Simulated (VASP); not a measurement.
Here is a VASP 6.6.1 calculation.

File INCAR:

```
PREC = Accurate
ENCUT = 520
EDIFF = 1E-7
ISMEAR = -1
SIGMA = 0.05
LREAL = False
LASPH = True
NELM = 60
ALGO = Normal
ISIF = 2
LWAVE = False
LCHARG = False
GGA = PE
NBANDS = 28
```

Contents of KPOINTS:

```
regular mesh
0
Gamma
  5 5 5
```

POSCAR

```
KMg6Bi
1.0
    5.3378000000      0.0000000000      0.0000000000
    0.0000000000      3.3275170000      6.0759325000
    0.0000000000     -3.3275170000      6.0759325000
Bi K Mg
1 1 6
Direct
    0.5000000000      0.6636710000      0.6636710000
    0.5000000000      0.1682830000      0.1682830000
    0.0000000000      0.8391120000      0.8391120000
    0.0000000000      0.3417830000      0.3417830000
    0.0000000000      0.3316770000      0.8219250000
    0.0000000000      0.8219250000      0.3316770000
    0.5000000000      0.1701990000      0.6633450000
    0.5000000000      0.6633450000      0.1701990000
```

Potentials or basis: VASP PAW PBE potentials, release 64 (Bi_d, K_sv, Mg).

The run is started by

```console
$ cat potpaw_PBE.64/Bi_d/POTCAR potpaw_PBE.64/K_sv/POTCAR potpaw_PBE.64/Mg/POTCAR > POTCAR
$ mpirun -np 1 vasp_std > vasp.out
```

Question: What does it give for the pressure?

Answer: -0.2 GPa.

Question: Predict the band gap on the k mesh.

Answer: None (metal or under the smearing width).

Forces on the atoms (eV/Å):
```
Bi   0.000  0.000 -0.059
K    0.000  0.000  0.034
Mg   0.000  0.000  0.099
Mg   0.000  0.000  0.050
Mg   0.000 -0.048 -0.085
Mg   0.000  0.048 -0.085
Mg   0.000 -0.015  0.023
Mg   0.000  0.015  0.023
```

Caveat: spin-orbit coupling is left out, which moves the levels of the heavy elements.
